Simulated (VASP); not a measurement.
Level of theory: RPBE GGA, VASP's PBE PAW potentials (set 64) (plane waves; VASP 6.6.1).

The input files of a VASP run:

### KPOINTS
```
Automatic mesh
0
Gamma
6 6 6
0 0 0
```

**INCAR**
```
SYSTEM  =  KTaO3
PREC  =  Accurate; ENCUT  =  520; LREAL  =  .False.
LASPH  =  .True.
EDIFF  =  1E-7; NELM  =  100; ALGO  =  Normal
LMAXMIX  =  6
ISMEAR  =  0; SIGMA  =  0.05
GGA  =  RP
ISIF  =  2
LWAVE  =  .False.; LCHARG  =  .False.
```

File POSCAR:
```
KTaO3
1
    4.0997265896     0.0000000000     0.0000000000
    0.0000000000     4.0997265896     0.0000000000
    0.0000000000     0.0000000000     4.0997265896
K Ta O
1 1 3
Direct
  0.0000000000   0.0000000000   0.0000000000
  0.5000000000   0.5000000000   0.5000000000
  0.5000000000   0.0000000000   0.5000000000
  0.0000000000   0.5000000000   0.5000000000
  0.5000000000   0.5000000000   0.0000000000
```

POTCAR, in this order: K_sv Ta_pv O (PBE.64 set). Program: vasp_std.

Output

File OSZICAR:
```
       N       E                     dE             d eps       ncg     rms          rms(c)
DAV:   1     0.334958022621E+03    0.33496E+03   -0.21661E+04   920   0.167E+03
DAV:   2    -0.294532495584E+02   -0.36441E+03   -0.35875E+03  1134   0.441E+02
DAV:   3    -0.474991369078E+02   -0.18046E+02   -0.17994E+02  1172   0.991E+01
DAV:   4    -0.479792386259E+02   -0.48010E+00   -0.47985E+00  1587   0.136E+01
DAV:   5    -0.479815233661E+02   -0.22847E-02   -0.22846E-02  1186   0.957E-01    0.305E+01
DAV:   6    -0.392568341373E+02    0.87247E+01   -0.46575E+01  1130   0.453E+01    0.118E+01
DAV:   7    -0.391173539190E+02    0.13948E+00   -0.27452E+00  1137   0.107E+01    0.775E+00
DAV:   8    -0.390923649381E+02    0.24989E-01   -0.52289E-01  1183   0.619E+00    0.162E+00
DAV:   9    -0.390812833365E+02    0.11082E-01   -0.43745E-02  1356   0.147E+00    0.344E-01
DAV:  10    -0.390812502885E+02    0.33048E-04   -0.10876E-02  1180   0.776E-01    0.812E-02
DAV:  11    -0.390814629800E+02   -0.21269E-03   -0.56988E-04  1361   0.185E-01    0.404E-02
DAV:  12    -0.390815550219E+02   -0.92042E-04   -0.17373E-04  1074   0.111E-01    0.139E-02
DAV:  13    -0.390815550239E+02   -0.19700E-08   -0.17745E-05  1349   0.364E-02    0.363E-03
DAV:  14    -0.390815558357E+02   -0.81180E-06   -0.26195E-06  1130   0.116E-02    0.244E-03
DAV:  15    -0.390815556484E+02    0.18726E-06   -0.33406E-07  1098   0.401E-03    0.677E-04
DAV:  16    -0.390815556936E+02   -0.45210E-07   -0.28831E-08   719   0.129E-03
   1 F= -.39081556E+02 E0= -.39081556E+02  d E =-.112159E-19
```

**OUTCAR**
```
------------------------ aborting loop because EDIFF is reached ----------------------------------------
  FORCE on cell =-STRESS in cart. coord.  units (eV):
  Direction    XX          YY          ZZ          XY          YZ          ZX
  --------------------------------------------------------------------------------------
  Total       -2.1284908     -2.1284908     -2.1284908      0.0000000     -0.0000000      0.0000000
  in kB      -49.4900248    -49.4900248    -49.4900248      0.0000000     -0.0000000      0.0000000
  external PRESSURE =     -49.4900248 kB  Pullay stress =       0.0000000 kB
  volume of cell :       68.91
      direct lattice vectors                 reciprocal lattice vectors
     4.099726590  0.000000000  0.000000000     0.243918705  0.000000000  0.000000000
     0.000000000  4.099726590  0.000000000     0.000000000  0.243918705  0.000000000
     0.000000000  0.000000000  4.099726590     0.000000000  0.000000000  0.243918705
 POSITION                                       TOTAL-FORCE (eV/Angst)
 -----------------------------------------------------------------------------------
      0.00000      0.00000      0.00000         0.000000      0.000000      0.000000
      2.04986      2.04986      2.04986         0.000000      0.000000      0.000000
      2.04986      0.00000      2.04986         0.000000      0.000000      0.000000
      0.00000      2.04986      2.04986         0.000000      0.000000      0.000000
      2.04986      2.04986      0.00000         0.000000      0.000000      0.000000
 -----------------------------------------------------------------------------------
    total drift:                                0.000000      0.000000     -0.000000
  FREE ENERGIE OF THE ION-ELECTRON SYSTEM (eV)
  ---------------------------------------------------
  free  energy   TOTEN  =       -39.0815556936 eV

  energy  without entropy=      -39.0815556936  energy(sigma->0) =      -39.08155569
```
(Selected blocks of OUTCAR.)

The compound is KTaO3 in the cubic perovskite structure. This cell is one point of a volume scan, at 1.03 of the reference volume.
